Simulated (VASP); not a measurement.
These are PBEsol GGA, VASP's PBE PAW potentials (set 64) (plane waves; VASP 6.6.1) values and carry that method's errors.

Input for VASP

POSCAR:
```
ZrPbO3
1
    4.1165972675     0.0000000000     0.0000000000
    0.0000000000     2.9272125535     3.0126446927
    0.0000000000    -2.9272125535     3.0126446927
Zr Pb O
1 1 3
Direct
  0.5000000000   0.5076977682   0.5076977682
  0.0000000000   0.9479787394   0.9479787394
  0.5000000000   0.0295374014   0.5630593161
  0.5000000000   0.5630593161   0.0295374014
  0.0000000000   0.5587167750   0.5587167750
```

INCAR:
```
SYSTEM = ZrPbO3
PREC = Accurate; ENCUT = 520; LREAL = .False.
LASPH = .True.
EDIFF = 1E-6; NELM = 100; ALGO = Normal
LMAXMIX = 4
ISMEAR = 0; SIGMA = 0.05
GGA = PS
IBRION = 2; NSW = 60; ISIF = 3
EDIFFG = -0.02
LWAVE = .False.; LCHARG = .False.
```

File KPOINTS:
```
Automatic mesh
0
Gamma
5 5 5
0 0 0
```

POTCAR, in this order: Zr_sv Pb_d O (PBE.64 set). Program: vasp_std.

The run wrote:

File OSZICAR:
```
       N       E                     dE             d eps       ncg     rms          rms(c)
DAV:   1     0.536567837744E+03    0.53657E+03   -0.22514E+04  1404   0.191E+03
DAV:   2     0.137296149503E+02   -0.52284E+03   -0.50999E+03  1610   0.522E+02
DAV:   3    -0.449683793747E+02   -0.58698E+02   -0.57612E+02  1924   0.177E+02
DAV:   4    -0.486402084024E+02   -0.36718E+01   -0.36663E+01  2372   0.363E+01
DAV:   5    -0.487531158832E+02   -0.11291E+00   -0.11288E+00  1916   0.513E+00    0.305E+01
DAV:   6    -0.414844788301E+02    0.72686E+01   -0.47518E+01  2028   0.475E+01    0.132E+01
DAV:   7    -0.413683239100E+02    0.11615E+00   -0.37068E+00  1788   0.121E+01    0.843E+00
DAV:   8    -0.413283327636E+02    0.39991E-01   -0.47065E-01  2060   0.572E+00    0.105E+00
DAV:   9    -0.413173513880E+02    0.10981E-01   -0.10036E-01  2244   0.250E+00    0.404E-01
DAV:  10    -0.413183974014E+02   -0.10460E-02   -0.10781E-02  1784   0.780E-01    0.294E-01
DAV:  11    -0.413183487257E+02    0.48676E-04   -0.17253E-03  2052   0.400E-01    0.288E-02
DAV:  12    -0.413183619879E+02   -0.13262E-04   -0.18806E-04  1998   0.131E-01    0.274E-02
DAV:  13    -0.413183578005E+02    0.41874E-05   -0.40297E-05  2054   0.562E-02    0.846E-03
DAV:  14    -0.413183591124E+02   -0.13119E-05   -0.75538E-06  1576   0.202E-02    0.426E-03
DAV:  15    -0.413183589820E+02    0.13040E-06   -0.91929E-07  1024   0.149E-02
   1 F= -.41318359E+02 E0= -.41318359E+02  d E =-.413184E+02
       N       E                     dE             d eps       ncg     rms          rms(c)
DAV:   1    -0.413210053837E+02   -0.26463E-02   -0.20357E-01  1842   0.422E+00    0.428E-01
DAV:   2    -0.413193055733E+02    0.16998E-02   -0.70938E-03  2246   0.875E-01    0.170E-01
DAV:   3    -0.413188720505E+02    0.43352E-03   -0.11121E-03  1870   0.514E-01    0.416E-02
DAV:   4    -0.413188684174E+02    0.36331E-05   -0.24760E-04  2512   0.106E-01    0.319E-02
DAV:   5    -0.413188733923E+02   -0.49749E-05   -0.15025E-05  2028   0.370E-02    0.110E-02
DAV:   6    -0.413188757698E+02   -0.23776E-05   -0.82865E-06  2338   0.358E-02    0.247E-03
DAV:   7    -0.413188759758E+02   -0.20598E-06   -0.83038E-07   896   0.762E-03
   2 F= -.41318876E+02 E0= -.41318876E+02  d E =-.516994E-03
       N       E                     dE             d eps       ncg     rms          rms(c)
DAV:   1    -0.413209313737E+02   -0.20556E-02   -0.19273E-01  1840   0.411E+00    0.417E-01
DAV:   2    -0.413193236697E+02    0.16077E-02   -0.67084E-03  2244   0.854E-01    0.166E-01
DAV:   3    -0.413189125983E+02    0.41107E-03   -0.10593E-03  1830   0.502E-01    0.404E-02
DAV:   4    -0.413189096173E+02    0.29811E-05   -0.23370E-04  2534   0.103E-01    0.312E-02
DAV:   5    -0.413189144633E+02   -0.48461E-05   -0.14370E-05  2036   0.363E-02    0.106E-02
DAV:   6    -0.413189167321E+02   -0.22688E-05   -0.77399E-06  2290   0.347E-02    0.239E-03
DAV:   7    -0.413189169368E+02   -0.20464E-06   -0.77049E-07   870   0.752E-03
   3 F= -.41318917E+02 E0= -.41318917E+02  d E =-.557955E-03
       N       E                     dE             d eps       ncg     rms          rms(c)
DAV:   1    -0.413193170421E+02   -0.40031E-03   -0.34308E-02  1840   0.174E+00    0.175E-01
DAV:   2    -0.413190348813E+02    0.28216E-03   -0.11797E-03  2252   0.361E-01    0.700E-02
DAV:   3    -0.413189619213E+02    0.72960E-04   -0.18703E-04  1812   0.213E-01    0.170E-02
DAV:   4    -0.413189599796E+02    0.19418E-05   -0.41982E-05  2534   0.434E-02    0.131E-02
DAV:   5    -0.413189590679E+02    0.91162E-06   -0.22322E-06  1316   0.152E-02
   4 F= -.41318959E+02 E0= -.41318959E+02  d E =-.600086E-03
       N       E                     dE             d eps       ncg     rms          rms(c)
DAV:   1    -0.413192503723E+02   -0.29039E-03   -0.72838E-02  1460   0.187E+00    0.997E-02
DAV:   2    -0.413193075950E+02   -0.57223E-04   -0.21921E-03  2004   0.378E-01    0.505E-02
DAV:   3    -0.413192534774E+02    0.54118E-04   -0.12067E-04  2270   0.131E-01    0.159E-02
DAV:   4    -0.413192481703E+02    0.53071E-05   -0.21640E-05  2250   0.409E-02    0.772E-03
DAV:   5    -0.413192475617E+02    0.60855E-06   -0.14523E-06  1214   0.116E-02
   5 F= -.41319248E+02 E0= -.41319248E+02  d E =-.288494E-03
       N       E                     dE             d eps       ncg     rms          rms(c)
DAV:   1    -0.413194701843E+02   -0.22201E-03   -0.58174E-01  1460   0.532E+00    0.281E-01
DAV:   2    -0.413199761362E+02   -0.50595E-03   -0.17882E-02  1984   0.107E+00    0.143E-01
DAV:   3    -0.413195499049E+02    0.42623E-03   -0.10315E-03  2264   0.375E-01    0.455E-02
DAV:   4    -0.413195101002E+02    0.39805E-04   -0.17322E-04  2230   0.116E-01    0.224E-02
DAV:   5    -0.413195077788E+02    0.23214E-05   -0.13035E-05  1858   0.321E-02    0.773E-03
DAV:   6    -0.413195069012E+02    0.87763E-06   -0.16562E-06  1292   0.160E-02
   6 F= -.41319507E+02 E0= -.41319507E+02  d E =-.547833E-03
       N       E                     dE             d eps       ncg     rms          rms(c)
DAV:   1    -0.413195198053E+02   -0.12027E-04   -0.14800E-02  1456   0.843E-01    0.450E-02
DAV:   2    -0.413195303090E+02   -0.10504E-04   -0.43898E-04  1968   0.171E-01    0.227E-02
DAV:   3    -0.413195190009E+02    0.11308E-04   -0.24729E-05  2262   0.586E-02    0.738E-03
DAV:   4    -0.413195180370E+02    0.96394E-06   -0.40244E-06  1726   0.188E-02
   7 F= -.41319518E+02 E0= -.41319518E+02  d E =-.558969E-03
       N       E                     dE             d eps       ncg     rms          rms(c)
DAV:   1    -0.413195735424E+02   -0.54541E-04   -0.89403E-03  1654   0.700E-01    0.373E-02
DAV:   2    -0.413195733291E+02    0.21331E-06   -0.27097E-04  2082   0.132E-01    0.157E-02
DAV:   3    -0.413195678403E+02    0.54888E-05   -0.25342E-05  2130   0.682E-02    0.748E-03
DAV:   4    -0.413195678541E+02   -0.13785E-07   -0.28590E-06  1372   0.135E-02
   8 F= -.41319568E+02 E0= -.41319568E+02  d E =-.498171E-04
```

OUTCAR:
```
------------------------ aborting loop because EDIFF is reached ----------------------------------------
  FORCE on cell =-STRESS in cart. coord.  units (eV):
  Direction    XX          YY          ZZ          XY          YZ          ZX
  --------------------------------------------------------------------------------------
  Total       -0.0182722     -0.0621157      0.0149715      0.0000000      0.0000000      0.0000000
  in kB       -0.4042072     -1.3740870      0.3311909      0.0000000      0.0000000      0.0000000
  external PRESSURE =      -0.4823678 kB  Pullay stress =       0.0000000 kB
  volume of cell :       72.43
      direct lattice vectors                 reciprocal lattice vectors
     4.118431749  0.000000000  0.000000000     0.242810871  0.000000000  0.000000000
     0.000000000  2.933185375  2.997755557     0.000000000  0.170463144  0.166791451
     0.000000000 -2.933185375  2.997755557     0.000000000 -0.170463144  0.166791451
 POSITION                                       TOTAL-FORCE (eV/Angst)
 -----------------------------------------------------------------------------------
      2.05922      0.00000      3.04585         0.000000      0.000000     -0.001792
      0.00000      0.00000      5.69730         0.000000      0.000000      0.014445
      2.05922     -1.56232      1.77196         0.000000     -0.013430     -0.007344
      2.05922      1.56232      1.77196         0.000000      0.013430     -0.007344
      0.00000      0.00000      3.34316         0.000000      0.000000      0.002035
 -----------------------------------------------------------------------------------
    total drift:                                0.000000     -0.000001     -0.000924
  FREE ENERGIE OF THE ION-ELECTRON SYSTEM (eV)
  ---------------------------------------------------
  free  energy   TOTEN  =       -41.3195678541 eV

  energy  without entropy=      -41.3195678540  energy(sigma->0) =      -41.31956785

 reached required accuracy - stopping structural energy minimisation
```
(Selected blocks of OUTCAR.)

CONTCAR:
```
ZrPbO3
   1.00000000000000
     4.1184317488064943    0.0000000000000000    0.0000000000000000
     0.0000000000000000    2.9331853747523406    2.9977555567231162
     0.0000000000000000   -2.9331853747523406    2.9977555567231162
  Zr              Pb              O
     1     1     3
Direct
     0.5000000000000000    0.5080222381662266    0.5080222381662266
     0.0000000000000000    0.9502604730158848    0.9502604730158848
     0.5000000000000000    0.0292297125396314    0.5618669019412392
     0.5000000000000000    0.5618669019412392    0.0292297125396314
     0.0000000000000000    0.5576106744370229    0.5576106744370229
```

The structure comes from a computed database's ZrPbO3 entry (Amm2); how it stands against other phases isn't given here. This run relaxes it. Symmetry was kept, so distortions that lower it aren't found. The start is the result of an earlier pass.
